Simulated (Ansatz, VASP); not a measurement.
# Cross-check of LiH10C6IN2O2 (LiH10C6IN2O2 (C2/c)) between VASP and Ansatz, part 2 of 2

One calculation is typed for both programs; each brings its own data sets. How far apart do they land? Of the first pair: The structure shown is the start of the Ansatz relaxation below; VASP solves that cell, so the two are compared at the walk's first step.

VASP 6.6.1 and Ansatz 0.2.0.

So far: The starting structure; Ansatz: relaxation, PBE with D3(BJ).

## Step 3: VASP: single point, PBE with D3(BJ), start cell, pair 1

Level of this step: PBE with D3(BJ); plane waves and PAW (Li_sv, H, C, I, N, O) (VASP).

The same cell, functional, mesh and smearing now go to VASP, with its own data sets.

Lines of VASP's logs that name or quote its potential files are left out, and so is its time.

Contents of INCAR:

```
SYSTEM = LiH10C6IN2O2
PREC = Accurate
ENCUT = 650
EDIFF = 1E-06
NELM = 120
ISMEAR = -1
SIGMA = 0.05
LREAL = Auto
ALGO = Normal
GGA = PE
IVDW = 12
NBANDS = 387
LORBIT = 11
LWAVE = .FALSE.
LCHARG = .FALSE.
ISIF = 2
LASPH = .TRUE.
GGA_COMPAT = .FALSE.
EFERMI = MIDGAP
```

Contents of POSCAR:

```
LiH10C6IN2O2
1.0
   13.8427600000      0.1394000000     -0.1068500000
    0.1390400000     13.8069300000     -0.0002700000
   -1.9385600000     -0.0197300000     10.7059900000
Li H C I N O
8 80 48 8 16 16
Direct
    0.2247017713      0.2934297386      0.7444139786
    0.7755106624      0.2931584366      0.7564216357
    0.7246208972      0.7936429896      0.7443160349
    0.2752226764      0.7932795199      0.7562515684
    0.7753915246      0.7067513143      0.2562342583
    0.2247636453      0.7067966134      0.2444712568
    0.2758907149      0.2073090325      0.2564858454
    0.7247873723      0.2062867126      0.2443771410
    0.8522000233      0.4930087852      0.9900897241
    0.1488601043      0.4923264271      0.5102693567
    0.3510933658      0.9924575186      0.9900609182
    0.6483641770      0.9924065042      0.5103447380
    0.1483874748      0.5078185577      0.0101618171
    0.8516533641      0.5071618221      0.4900281147
    0.6486800809      0.0077413780      0.0106775326
    0.3520492498      0.0073083463      0.4906989859
    0.7307006012      0.4666128963      0.9098459222
    0.2706076937      0.4663395444      0.5899725615
    0.2291532002      0.9666686889      0.9108401951
    0.7698924550      0.9660965901      0.5905221147
    0.2700104285      0.5343933353      0.0897530168
    0.7299896456      0.5331980911      0.4099988284
    0.7704064187      0.0337720947      0.0904005182
    0.2305483398      0.0337120600      0.4104658413
    0.6619214110      0.5411381765      0.0876212672
    0.3384970907      0.5413034105      0.4117988683
    0.1618260562      0.0417474010      0.0893053689
    0.8385235566      0.0408529323      0.4127602653
    0.3382313212      0.4594171110      0.9117759366
    0.6617109968      0.4584986346      0.5879911727
[... 140 atom lines left out ...]
    0.4035014232      0.2546388219      0.3359598579
    0.5971428566      0.2539970450      0.1652881512
    0.0972093527      0.2456426642      0.6650812436
    0.9031830778      0.2457377727      0.8356790415
    0.5970217988      0.7459224957      0.6652064105
    0.4028004515      0.7457080598      0.8357508805
```

Contents of KPOINTS:

```
Automatic mesh
0
Gamma
1 1 1
0 0 0
```

PAW data sets: Li_sv, H, C, I, N and O (PBE family, release 64).

Started as:

```
> export OMP_NUM_THREADS=3
> mpirun -np 1 vasp_gam
```

Numbers of over 12 decimals in the logs are rounded to 6 here.

Output:

```text
[banner, memory and clock lines left out]
running    1 mpi-ranks, on    1 nodes
[...]
Offloading initialized ...    1 GPUs detected
[...]
LDA part: xc-table for (Slater+PW92), standard interpolation
 POSCAR, INCAR and KPOINTS ok, starting setup
[...]
entering main loop
       N       E                     dE             d eps       ncg     rms          rms(c)
DAV:   1     0.541461296980E+04    0.54146E+04   -0.29594E+05   790   0.153E+03
DAV:   2    -0.238724757274E+03   -0.56533E+04   -0.53018E+04  1166   0.335E+02
DAV:   3    -0.105729221209E+04   -0.81857E+03   -0.80914E+03   969   0.139E+02
DAV:   4    -0.109353773275E+04   -0.36246E+02   -0.36084E+02  1036   0.283E+01
[...]
DAV:  16    -0.101442317860E+04   -0.22552E-04   -0.54680E-05   900   0.137E-02    0.813E-03
DAV:  17    -0.101442318620E+04   -0.75964E-05   -0.16825E-05   908   0.659E-03    0.596E-03
DAV:  18    -0.101442318579E+04    0.40738E-06   -0.13043E-06   684   0.251E-03
   1 F= -.10275304E+04 E0= -.10275304E+04  d E =-.157352E-16
```

OUTCAR, selected parts (step 3):

```text
  FREE ENERGIE OF THE ION-ELECTRON SYSTEM (eV)
  ---------------------------------------------------
  free  energy   TOTEN  =     -1027.5303553267 eV

  energy  without entropy=    -1027.5303553267  energy(sigma->0) =    -1027.53035533
```

The run ends at a pressure of 0.09 GPa, with forces up to 0.52 eV/Å.

## Step 4: Comparison

Known differences besides the potentials themselves: the data sets hold 608 valence electrons in Ansatz (on its default PAW (the set named soft_2) files) and 528 in VASP; the cutoff is 420 eV in Ansatz and 650 eV in VASP (PREC = Accurate, projectors in real space). Total energies have different zeros and are not compared.

Forces on 10 of the 176 atoms, those with the largest forces and the largest differences (eV/Å; atoms numbered as in POSCAR):

```csv
atom,"Ansatz x, y, z","VASP x, y, z"
C89,"-0.105, 0.035, 0.003","-0.114, -0.329, 0.179"
C90,"-0.107, -0.036, 0.004","-0.103, -0.404, -0.175"
C113,"0.068, 0.105, -0.012","0.439, 0.089, -0.166"
N155,"-0.119, -0.014, 0.047","-0.481, 0.000, 0.197"
N157,"0.111, 0.015, -0.044","0.470, 0.002, -0.193"
N159,"0.115, 0.014, -0.046","0.472, 0.000, -0.194"
O162,"-0.423, -0.011, -0.180","-0.442, 0.072, -0.246"
O164,"-0.421, -0.013, -0.181","-0.440, 0.067, -0.245"
O166,"0.423, 0.016, 0.181","0.439, -0.066, 0.244"
O168,"0.427, 0.015, 0.182","0.443, -0.065, 0.245"
```

The forces differ by 101 meV/Å r.m.s., which is 60.7 % of the r.m.s. force of 0.166 eV/Å (both taken over all components).

## Step 5: Ansatz: relaxation, PBE with D3(BJ)

This run makes the geometry at which the two programs are then compared.

The structure compared here is the end of the Ansatz relaxation.

This is the run of step 2 again, met here at its other cell.

## Step 6: VASP: single point, PBE with D3(BJ), relaxed atoms in a fixed cell, pair 2

The same cell, functional, mesh and smearing now go to VASP, with its own data sets.

Changes to INCAR since step 3:

```diff
@@ -2,3 +2,3 @@
 PREC = Accurate
-ENCUT = 650
+ENCUT = 750
 EDIFF = 1E-06
```

Contents of POSCAR:

```
LiH10C6IN2O2
1.0
   13.8427600000      0.1394000000     -0.1068500000
    0.1390400000     13.8069300000     -0.0002700000
   -1.9385600000     -0.0197300000     10.7059900000
Li H C I N O
8 80 48 8 16 16
Direct
    0.2243800000      0.2926000000      0.7446100000
    0.7750100000      0.2949200000      0.7560200000
    0.7243700000      0.7927300000      0.7446000000
    0.2749000000      0.7949600000      0.7559000000
    0.7757600000      0.7075200000      0.2561100000
    0.2252100000      0.7051700000      0.2448200000
    0.2760100000      0.2078100000      0.2562400000
    0.7252900000      0.2049700000      0.2447900000
    0.8517700000      0.4905400000      0.9905200000
    0.1486800000      0.4945200000      0.5120600000
    0.3512500000      0.9902600000      0.9904700000
    0.6483700000      0.9946400000      0.5120100000
    0.1487100000      0.5099400000      0.0100100000
    0.8517600000      0.5053600000      0.4885100000
    0.6487900000      0.0098900000      0.0103100000
    0.3519500000      0.0053500000      0.4888300000
    0.7299400000      0.4662500000      0.9110100000
    0.2701800000      0.4664600000      0.5926600000
    0.2291900000      0.9662700000      0.9115400000
    0.7697300000      0.9663900000      0.5929400000
    0.2706300000      0.5342700000      0.0891400000
    0.7303100000      0.5334400000      0.4076700000
    0.7707500000      0.0339700000      0.0895500000
    0.2306000000      0.0336600000      0.4079100000
    0.6618600000      0.5422900000      0.0892700000
    0.3389900000      0.5389100000      0.4146000000
    0.1619000000      0.0425900000      0.0901700000
    0.8390100000      0.0387300000      0.4151800000
    0.3383300000      0.4579400000      0.9107400000
    0.6612500000      0.4611500000      0.5855900000
[... 140 atom lines left out ...]
    0.4033600000      0.2550500000      0.3353700000
    0.5974300000      0.2531500000      0.1649800000
    0.0970600000      0.2451800000      0.6655300000
    0.9028800000      0.2468700000      0.8359200000
    0.5970000000      0.7453500000      0.6656800000
    0.4026800000      0.7468000000      0.8360200000
```

KPOINTS is that of step 3.

Output:

```text
[... set-up lines as in an earlier step ...]
 entering main loop
       N       E                     dE             d eps       ncg     rms          rms(c)
DAV:   1     0.568997414308E+04    0.56900E+04   -0.32058E+05   790   0.171E+03
DAV:   2    -0.188497588405E+03   -0.58785E+04   -0.55120E+04  1158   0.353E+02
DAV:   3    -0.105452097580E+04   -0.86602E+03   -0.85550E+03   961   0.156E+02
DAV:   4    -0.109358336548E+04   -0.39062E+02   -0.38872E+02  1020   0.310E+01
[...]
DAV:  16    -0.101473601358E+04   -0.22542E-04   -0.49960E-05   900   0.134E-02    0.811E-03
DAV:  17    -0.101473602061E+04   -0.70278E-05   -0.15560E-05   908   0.645E-03    0.607E-03
DAV:  18    -0.101473602017E+04    0.43288E-06   -0.14971E-06   692   0.270E-03
   1 F= -.10278437E+04 E0= -.10278437E+04  d E =-.157217E-16
```

OUTCAR, selected parts (step 6):

```text
  FREE ENERGIE OF THE ION-ELECTRON SYSTEM (eV)
  ---------------------------------------------------
  free  energy   TOTEN  =     -1027.8436552770 eV

  energy  without entropy=    -1027.8436552770  energy(sigma->0) =    -1027.84365528
```

The run ends at a pressure of 0.13 GPa, with forces up to 0.42 eV/Å.

## Step 7: Side by side

What differs besides the data sets and the points named for the pairs above, as far as they apply: the data sets hold 608 valence electrons in Ansatz (on its default PAW (the set named soft_2) files) and 528 in VASP; the cutoff is 420 eV in Ansatz and 750 eV in VASP (PREC = Accurate, projectors in real space). Total energies have different zeros and are not compared.

The two programs side by side:

```csv
quantity,Ansatz,VASP,difference
pressure (GPa),-0.02,0.13,-0.15
gap on the k mesh (eV),4.087,4.092,-0.005
```

Forces on 8 of the 176 atoms, those with the largest forces and the largest differences (eV/Å; atoms numbered as in POSCAR):

```csv
atom,"Ansatz x, y, z","VASP x, y, z"
C91,"0.006, -0.004, 0.003","-0.003, -0.374, 0.178"
C93,"-0.006, 0.004, -0.002","0.006, 0.375, -0.179"
C95,"-0.006, 0.004, -0.002","0.004, 0.374, -0.178"
C96,"-0.001, -0.004, -0.002","-0.006, 0.374, 0.181"
C115,"-0.005, -0.003, 0.001","0.383, -0.023, -0.164"
C116,"-0.004, -0.001, 0.008","-0.377, -0.033, 0.162"
C119,"0.004, 0.003, -0.001","-0.376, 0.021, 0.163"
C120,"0.004, 0.000, -0.009","0.380, 0.028, -0.169"
```

The forces differ by 103 meV/Å r.m.s., where the r.m.s. force is 0.009 eV/Å in Ansatz and 0.103 eV/Å in VASP: the atoms lie near their places of rest in Ansatz, so a percentage would say little (all taken over all components). A gap on the mesh is an upper bound, since the band edges may lie between its points.

## Step 8: Outcome

| Item | Value |
| --- | --- |
| r.m.s. force difference (single point, PBE with D3(BJ), start cell, pair 1) | 101 meV/Å |
| r.m.s. force difference (single point, PBE with D3(BJ), relaxed atoms in a fixed cell, pair 2) | 103 meV/Å |

In words: The r.m.s. force difference is 103 meV/Å (single point, PBE with D3(BJ), relaxed atoms in a fixed cell, pair 2), beyond the 12 meV/Å picked in this series as the mark of a large difference. The data sets hold unlike numbers of valence electrons (608 in Ansatz and 528 in VASP), so part of the differences may come from the potentials. What causes the difference of the single point, PBE with D3(BJ), start cell, pair 1 pair stays open here. What causes the difference of the single point, PBE with D3(BJ), relaxed atoms in a fixed cell, pair 2 pair stays open here. How closely two codes agree says nothing of how well the functional describes the real material.

[Lines on the potential files, build, host, timing and source positions are cut from VASP's logs without a mark.]

[Logs are printed without paths, hosts, clocks, repeated set-up lines and the standing remarks that a program may print on its own settings, such as how far it seeks lower states.]

[Hosts, paths, dates, database ids (printed as entryN), source tags and the programs' standing remarks are cut or masked in the printed files.]
